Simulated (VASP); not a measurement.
OSZICAR of a VASP run on BN (wurtzite):

File OSZICAR:
```
       N       E                     dE             d eps       ncg     rms          rms(c)
DAV:   1     0.550228835902E+02    0.55023E+02   -0.88333E+03  1008   0.130E+03
DAV:   2    -0.306540691569E+02   -0.85677E+02   -0.80428E+02  1392   0.275E+02
DAV:   3    -0.332138556082E+02   -0.25598E+01   -0.25495E+01  1336   0.489E+01
DAV:   4    -0.332301686698E+02   -0.16313E-01   -0.16304E-01  1252   0.390E+00
DAV:   5    -0.332303684981E+02   -0.19983E-03   -0.19980E-03  1304   0.391E-01    0.102E+01
DAV:   6    -0.311095391388E+02    0.21208E+01   -0.59455E+00  1248   0.204E+01    0.465E+00
DAV:   7    -0.309463317740E+02    0.16321E+00   -0.29090E-01  1208   0.524E+00    0.280E+00
DAV:   8    -0.309052110089E+02    0.41121E-01   -0.10112E-01  1128   0.292E+00    0.251E-01
DAV:   9    -0.309041181322E+02    0.10929E-02   -0.26281E-03  1316   0.550E-01    0.144E-01
DAV:  10    -0.309042873221E+02   -0.16919E-03   -0.32609E-04  1212   0.200E-01    0.263E-02
DAV:  11    -0.309042825050E+02    0.48172E-05   -0.59166E-05  1304   0.667E-02    0.114E-02
DAV:  12    -0.309042837234E+02   -0.12184E-05   -0.47619E-06  1264   0.238E-02    0.238E-03
DAV:  13    -0.309042837562E+02   -0.32811E-07   -0.16236E-07   932   0.428E-03
   1 F= -.30904284E+02 E0= -.30904284E+02  d E =-.309043E+02
       N       E                     dE             d eps       ncg     rms          rms(c)
DAV:   1    -0.309042776503E+02    0.60731E-05   -0.33548E-03  1152   0.560E-01    0.111E-02
DAV:   2    -0.309042802126E+02   -0.25623E-05   -0.40127E-05  1264   0.628E-02    0.703E-03
DAV:   3    -0.309042795867E+02    0.62586E-06   -0.11580E-06  1276   0.117E-02    0.196E-03
DAV:   4    -0.309042796569E+02   -0.70228E-07   -0.34835E-07  1188   0.528E-03
   2 F= -.30904280E+02 E0= -.30904280E+02  d E =0.409926E-05
       N       E                     dE             d eps       ncg     rms          rms(c)
DAV:   1    -0.309042902042E+02   -0.10617E-04   -0.10409E-03  1132   0.312E-01    0.616E-03
DAV:   2    -0.309042911953E+02   -0.99107E-06   -0.12342E-05  1260   0.349E-02    0.391E-03
DAV:   3    -0.309042908826E+02    0.31270E-06   -0.35893E-07  1276   0.652E-03    0.108E-03
DAV:   4    -0.309042908518E+02    0.30746E-07   -0.97220E-08   700   0.292E-03
   3 F= -.30904291E+02 E0= -.30904291E+02  d E =-.709563E-05
```

### Question
Which electronic solver shows in the log?

### Answer
It is blocked Davidson (ALGO = Normal, or the opening steps of other solvers). The INCAR had ALGO = Normal.

### Question
Can the final energy be trusted as converged?

### Answer
Self-consistency was reached. It stopped with EDIFF = 1E-7, NELM = 100, NSW = 30 and EDIFFG = -0.01 after 3 ionic steps (optB88-vdW, plane waves, VASP's PBE PAW potentials (set 64)).

The compound is BN in the wurtzite structure, a metastable high-pressure form. This cell is one point of a volume scan, at 0.97 of the reference volume. Symmetry was kept, so distortions that lower it aren't found.
